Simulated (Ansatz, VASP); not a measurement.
**YC3 in two plane-wave programs**

One calculation is typed for both programs; each brings its own data sets. How far apart do they land? The cell is generated by rule, not measured, and may not be a known phase. The cell is taken from a series of runs on this material, whose earlier steps may have relaxed, scaled, displaced or heated it; both programs get it as it stands.

Main program and level: Ansatz 0.2.0; plane waves, with VASP 6.6.1 beside it; PBEsol.

The structure was built from a prototype and need not be the compound's stable phase.

### 1. The structure

It takes space group Fm-3m (No. 225, cubic). The conventional cell has a = 7.024 Å, b = 7.024 Å, c = 7.024 Å, α = 90.00°, β = 90.00°, γ = 90.00°. Y has 12 C at 2.55 Å nearest. Nearest to C lie 5 C at 1.68 to 2.38 Å and 4 Y at 2.55 Å. Farther neighbours are not listed.

### 2. VASP: zone-centre phonons, PBEsol

Second derivatives magnify differences that forces hide, and they need a tight electronic threshold.

Lines of VASP's logs that name or quote its potential files are left out, and so is its time.

INCAR reads:

```
SYSTEM = YC3
PREC = Accurate
ENCUT = 600
EDIFF = 1E-08
NELM = 120
ISMEAR = 1
SIGMA = 0.15
LREAL = .FALSE.
ALGO = Normal
GGA = PS
NBANDS = 31
LASPH = .TRUE.
LORBIT = 11
LWAVE = .FALSE.
LCHARG = .FALSE.
ISIF = 2
IBRION = 8
GGA_COMPAT = .FALSE.
KPAR = 2
```

POSCAR reads:

```
YC3
1.0
    0.0000000000      3.5120954514      3.5120954514
    3.5120954514      0.0000000000      3.5120954514
    3.5120954514      3.5120954514      0.0000000000
Y C
2 6
Direct
    0.2500000000      0.2500000000      0.2500000000
    0.7500000000      0.7500000000      0.7500000000
    0.3304915355      0.6695084645      0.6695084645
    0.6695084645      0.3304915355      0.3304915355
    0.3304915355      0.6695084645      0.3304915355
    0.6695084645      0.3304915355      0.6695084645
    0.6695084645      0.6695084645      0.3304915355
    0.3304915355      0.3304915355      0.6695084645
```

KPOINTS reads:

```
Automatic mesh
0
Gamma
8 8 8
0 0 0
```

Potentials, in the order of the species: Y_sv and C (PBE family, release 64).

Run with:

```
$ mpirun -np 2 vasp_std
```

Numbers of over 12 decimals in the logs are rounded to 6 here.

The log of the run:

```text
[banner, memory and clock lines left out]
running    2 mpi-ranks, on    1 nodes
 distrk:  each k-point on    1 cores,    2 groups
 distr:  one band on    1 cores,    1 groups

 POSCAR found type information on POSCAR Y C
 POSCAR found :  2 types and       8 ions
|                                                                             |
|               ----> ADVICE to this user running VASP <----                  |
|                                                                             |
|     You enforced a specific xc type in the INCAR file but a different       |
|     [... a line on the potential file left out ...]
|     I HOPE YOU KNOW WHAT YOU ARE DOING!                                     |
|                                                                             |

 LDA part: xc-table for (Slater+PW92), standard interpolation
 POSCAR, INCAR and KPOINTS ok, starting setup
 FFT: planning ... GRIDC
 FFT: planning ... GRID_SOFT
 FFT: planning ... GRID
 WAVECAR not read
 entering main loop
       N       E                     dE             d eps       ncg     rms          rms(c)
DAV:   1     0.244387229284E+03    0.24439E+03   -0.25527E+04  1814   0.163E+03
DAV:   2    -0.477233788514E+02   -0.29211E+03   -0.28067E+03  2170   0.351E+02
DAV:   3    -0.671275674110E+02   -0.19404E+02   -0.19157E+02  2908   0.716E+01
DAV:   4    -0.680595686480E+02   -0.93200E+00   -0.92975E+00  2620   0.135E+01
DAV:   5    -0.680889051742E+02   -0.29337E-01   -0.29331E-01  2551   0.222E+00    0.446E+01
DAV:   6    -0.642724376365E+02    0.38165E+01   -0.10846E+01  2175   0.152E+01    0.340E+01
DAV:   7    -0.641144089057E+02    0.15803E+00   -0.33424E+00  2772   0.827E+00    0.157E+01
DAV:   8    -0.641039789144E+02    0.10430E-01   -0.68841E-01  2156   0.418E+00    0.129E+00
DAV:   9    -0.640888375359E+02    0.15141E-01   -0.13807E-01  2342   0.180E+00    0.429E-01
DAV:  10    -0.640885215960E+02    0.31594E-03   -0.91544E-03  2241   0.535E-01    0.261E-01
DAV:  11    -0.640885686727E+02   -0.47077E-04   -0.22276E-03  2454   0.260E-01    0.274E-01
DAV:  12    -0.640885293878E+02    0.39285E-04   -0.31977E-04  2358   0.893E-02    0.557E-02
DAV:  13    -0.640885268917E+02    0.24962E-05   -0.21306E-05  2444   0.258E-02    0.274E-02
DAV:  14    -0.640885260525E+02    0.83917E-06   -0.92172E-06  2398   0.165E-02    0.123E-02
DAV:  15    -0.640885263183E+02   -0.26579E-06   -0.17491E-06  2277   0.767E-03    0.498E-03
DAV:  16    -0.640885264501E+02   -0.13180E-06   -0.18497E-07  2684   0.230E-03    0.845E-04
DAV:  17    -0.640885263973E+02    0.52794E-07   -0.12101E-08  1653   0.755E-04    0.489E-04
DAV:  18    -0.640885263865E+02    0.10803E-07   -0.33194E-09  1508   0.350E-04    0.225E-04
DAV:  19    -0.640885263898E+02   -0.33074E-08   -0.66757E-10  1501   0.149E-04
   1 F= -.64088526E+02 E0= -.64087933E+02  d E =-.177967E-02
 Linear response reoptimize wavefunctions to high precision
DAV:   1    -0.640885263910E+02   -0.11905E-08   -0.14429E-10  1501   0.673E-05
DAV:   2    -0.640885263910E+02   -0.63210E-10   -0.65907E-11  1487   0.369E-05
 Linear response DOF=           3
 Linear response progress:
  Degree of freedom:   1/  3
       N       E                     dE             d eps       ncg     rms          rms(c)
RMM:   1    -0.305097269063E+00   -0.30510E+00    0.25833E+00  7203   0.834E+00
RMM:   2    -0.291622483136E+00    0.13475E-01   -0.12121E-01  9934   0.145E+00    0.531E-01
RMM:   3    -0.293144985652E+00   -0.15225E-02   -0.12366E-02 11891   0.432E-01    0.361E-01
RMM:   4    -0.293412735945E+00   -0.26775E-03   -0.20556E-03 13260   0.189E-01    0.381E-02
RMM:   5    -0.293453971116E+00   -0.41235E-04   -0.48868E-04 14282   0.748E-02    0.325E-02
RMM:   6    -0.293451640223E+00    0.23309E-05   -0.13413E-04 15365   0.348E-02    0.978E-03
RMM:   7    -0.293432919377E+00    0.18721E-04   -0.39261E-05 15424   0.170E-02    0.426E-03
RMM:   8    -0.293425926784E+00    0.69926E-05   -0.18688E-05 15601   0.992E-03    0.318E-03
RMM:   9    -0.293413180071E+00    0.12747E-04   -0.19271E-05 15105   0.641E-03    0.605E-04
RMM:  10    -0.293415449548E+00   -0.22695E-05   -0.21545E-05 15496   0.415E-03    0.670E-04
RMM:  11    -0.293415858417E+00   -0.40887E-06   -0.19925E-05 15794   0.285E-03    0.930E-04
RMM:  12    -0.293414832171E+00    0.10262E-05   -0.14888E-05 15693   0.211E-03    0.118E-03
RMM:  13    -0.293414288389E+00    0.54378E-06   -0.10582E-05 15538   0.164E-03    0.156E-03
RMM:  14    -0.293415883448E+00   -0.15951E-05   -0.77460E-06 15116   0.133E-03    0.133E-03
[...]
RMM:  28    -0.293426618333E+00   -0.62626E-07   -0.41592E-07 15860   0.373E-04    0.210E-05
RMM:  29    -0.293426637309E+00   -0.18976E-07   -0.28159E-07 15843   0.365E-04    0.240E-05
RMM:  30    -0.293426648016E+00   -0.10707E-07   -0.40533E-07 15842   0.359E-04    0.267E-05
RMM:  31    -0.293426672047E+00   -0.24031E-07   -0.27789E-07 15913   0.353E-04    0.284E-05
RMM:  32    -0.293426675325E+00   -0.32786E-08   -0.39143E-07 15887   0.349E-04    0.311E-05
RMM:  33    -0.293426682169E+00   -0.68439E-08   -0.31305E-07 15913   0.346E-04    0.328E-05
RMM:  34    -0.293426684228E+00   -0.20587E-08   -0.37355E-07 15991   0.343E-04    0.346E-05
RMM:  35    -0.293426683028E+00    0.12000E-08   -0.30685E-07 15998   0.340E-04    0.369E-05
 first order change of Fermi-energy   0.86260E-05
 force on displaced ion       1 direction 1 :  -9.696  -0.000   0.000
 Linear response progress:
  Degree of freedom:   2/  3
       N       E                     dE             d eps       ncg     rms          rms(c)
RMM:   1    -0.129017209892E+00   -0.12902E+00    0.70510E-02  9097   0.150E+00
RMM:   2    -0.121807484884E+00    0.72097E-02   -0.10710E-02  7187   0.408E-01    0.351E-01
RMM:   3    -0.121658071577E+00    0.14941E-03   -0.36444E-03  7378   0.202E-01    0.149E-01
RMM:   4    -0.122067982268E+00   -0.40991E-03   -0.30910E-04  7476   0.746E-02    0.704E-02
RMM:   5    -0.122408872659E+00   -0.34089E-03   -0.73124E-05  7485   0.363E-02    0.164E-02
RMM:   6    -0.122445521114E+00   -0.36648E-04   -0.17931E-05  8357   0.124E-02    0.561E-03
RMM:   7    -0.122426749814E+00    0.18771E-04   -0.22664E-06  8131   0.538E-03    0.112E-03
RMM:   8    -0.122429688765E+00   -0.29390E-05   -0.11522E-06  8701   0.214E-03    0.607E-04
RMM:   9    -0.122427425768E+00    0.22630E-05   -0.20154E-07  8541   0.115E-03    0.241E-04
RMM:  10    -0.122428543300E+00   -0.11175E-05   -0.18234E-07  8776   0.634E-04    0.950E-05
RMM:  11    -0.122428343014E+00    0.20029E-06    0.39342E-07  9121   0.394E-04    0.421E-05
RMM:  12    -0.122428343600E+00   -0.58577E-09    0.18945E-07  9011   0.288E-04    0.325E-05
RMM:  13    -0.122428300408E+00    0.43192E-07    0.53867E-07  9057   0.249E-04    0.556E-06
RMM:  14    -0.122428302542E+00   -0.21332E-08   -0.15400E-07  9129   0.231E-04    0.834E-06
RMM:  15    -0.122428307564E+00   -0.50222E-08    0.20365E-07  9107   0.224E-04    0.534E-06
RMM:  16    -0.122428310355E+00   -0.27910E-08    0.50680E-08  9083   0.221E-04    0.268E-06
 first order change of Fermi-energy  -0.55896E+00
 force on displaced ion       3 direction 1 : -13.105   0.000  -0.000
 Linear response progress:
  Degree of freedom:   3/  3
       N       E                     dE             d eps       ncg     rms          rms(c)
RMM:   1    -0.128062456535E+00   -0.12806E+00    0.13143E-02 23910   0.153E+00
RMM:   2    -0.118648083683E+00    0.94144E-02   -0.14877E-02 19426   0.432E-01    0.317E-01
RMM:   3    -0.119177130156E+00   -0.52905E-03   -0.18658E-03 19643   0.168E-01    0.148E-01
RMM:   4    -0.119872589442E+00   -0.69546E-03   -0.54932E-04 20226   0.840E-02    0.399E-02
RMM:   5    -0.119994382856E+00   -0.12179E-03   -0.11343E-04 21832   0.318E-02    0.156E-02
RMM:   6    -0.120013410577E+00   -0.19028E-04   -0.21198E-05 22804   0.123E-02    0.353E-03
RMM:   7    -0.119985072538E+00    0.28338E-04   -0.56611E-06 22180   0.630E-03    0.202E-03
RMM:   8    -0.119992583074E+00   -0.75105E-05   -0.25261E-06 22179   0.331E-03    0.811E-04
RMM:   9    -0.119992219946E+00    0.36313E-06    0.22055E-06 23926   0.161E-03    0.234E-04
RMM:  10    -0.119993395616E+00   -0.11757E-05    0.32371E-07 23661   0.772E-04    0.102E-04
RMM:  11    -0.119993725015E+00   -0.32940E-06    0.12303E-06 24246   0.443E-04    0.629E-05
RMM:  12    -0.119993860614E+00   -0.13560E-06   -0.45699E-07 23790   0.298E-04    0.251E-05
RMM:  13    -0.119993829466E+00    0.31148E-07    0.28705E-07 24038   0.235E-04    0.271E-05
RMM:  14    -0.119993858177E+00   -0.28710E-07   -0.15809E-07 23672   0.205E-04    0.680E-06
RMM:  15    -0.119993864766E+00   -0.65898E-08    0.13865E-07 24101   0.192E-04    0.132E-06
RMM:  16    -0.119993858674E+00    0.60923E-08   -0.77257E-08 23686   0.185E-04    0.654E-06
 first order change of Fermi-energy   0.17024E-04
 force on displaced ion       3 direction 2 :  -0.004  -3.114   0.000
 Linear response finished
```

(Part 1 of 2 ends here.)

[Lines on the potential files, build, host, timing and source positions are cut from VASP's logs without a mark.]

[Logs are printed without paths, hosts, clocks, repeated set-up lines and the standing remarks that a program may print on its own settings, such as how far it seeks lower states.]

[Hosts, paths, dates, database ids (printed as entryN), source tags and the programs' standing remarks are cut or masked in the printed files.]
